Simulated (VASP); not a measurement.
Consider the following.

```yaml
crystal:
  lattice:
    - [0.00000, 2.93199, 2.93199]
    - [2.93199, 0.00000, 2.93199]
    - [2.93199, 2.93199, 0.00000]
  atoms:
    - { symbol: Cd, position: [0.00000, 0.00000, 0.00000] }
    - { symbol: S, position: [0.25000, 0.25000, 0.25000] }
```

All values below come from PBE GGA with D4 dispersion, VASP's PBE PAW potentials (set 64) (plane waves; VASP 6.6.1). Numerical set-up: 520 eV cut-off, 7×7×7 Γ-centred mesh, Gaussian smearing of 0.050 eV, potentials Cd S.

### Question
Predict the energy per atom (σ→0), band gap (on the k-mesh) with the smallest direct gap where there is one.

### Answer

```
Property                                      Value
-----------------------------------  --------------
band gap (on the k-mesh)                    1.11 eV
smallest direct gap (on the k-mesh)         1.11 eV
energy per atom (σ→0)                -3.375 eV/atom
```

The compound is CdS in the zinc blende structure, a metastable form; wurtzite is the usual one. It was relaxed first. The start is the result of an earlier pass.
